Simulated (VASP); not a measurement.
Given:

```xyz
2
Lattice="1.4907 -2.5820 0.0000 1.4907 2.5820 0.0000 0.0000 0.0000 5.5052" Properties=species:S:1:pos:R:3 pbc="T T T"
Cd     1.4907     0.8607     1.3763
Cd     1.4907    -0.8607     4.1289
```

Level of theory: vdW-DF-cx, VASP's PBE PAW potentials (set 64) (plane waves; VASP). Run with 520 eV cut-off, Gaussian smearing of 0.050 eV, potentials Cd.

Question: Give the energies of bands 11 to 15 at the high-symmetry points, in eV from the Fermi level.

Answer: 
| band | Γ | M | K | A | L | H |
|---|---|---|---|---|---|---|
| 11 | -8.46 | -2.45 | -0.11 | -7.46 | -1.61 | 0.96 |
| 12 | -3.04 | -1.96 | -0.11 | -7.46 | -1.61 | 0.96 |
| 13 | -2.81 | 2.11 | 0.32 | 4.11 | 0.03 | 1.46 |
| 14 | 11.21 | 3.04 | 4.48 | 4.11 | 0.03 | 1.46 |
| 15 | 14.43 | 3.32 | 5.02 | 14.75 | 8.39 | 1.83 |

It has no gap at this level: it comes out as a metal or semimetal.

The compound is Cd in the hcp structure. It was relaxed first.
